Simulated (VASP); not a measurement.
Given:

```xyz
2
Lattice="0.0000 3.0857 3.0857 3.0857 0.0000 3.0857 3.0857 3.0857 0.0000" Properties=species:S:1:pos:R:3 pbc="T T T"
Sn     0.0000     0.0000     0.0000
Te     3.0857     3.0857     3.0857
```

The numbers are results of LDA (Ceperley-Alder, Perdew-Zunger), VASP's LDA PAW potentials (set 64) (plane waves; VASP), not measurements. Run with 520 eV cut-off, 7×7×7 Γ-centred mesh, Gaussian smearing of 0.050 eV, potentials Sn_d Te.

Problem. Predict the energy per atom (σ→0), pressure.

Solution. 
```yaml
energy per atom (σ→0): -4415 meV/atom
pressure: 16.4 kbar
```

Only differences to runs with the same potentials and settings are physical.

The compound is SnTe in the rock salt structure, which distorts at low temperature. This cell is one point of a volume scan, at 0.97 of the reference volume.
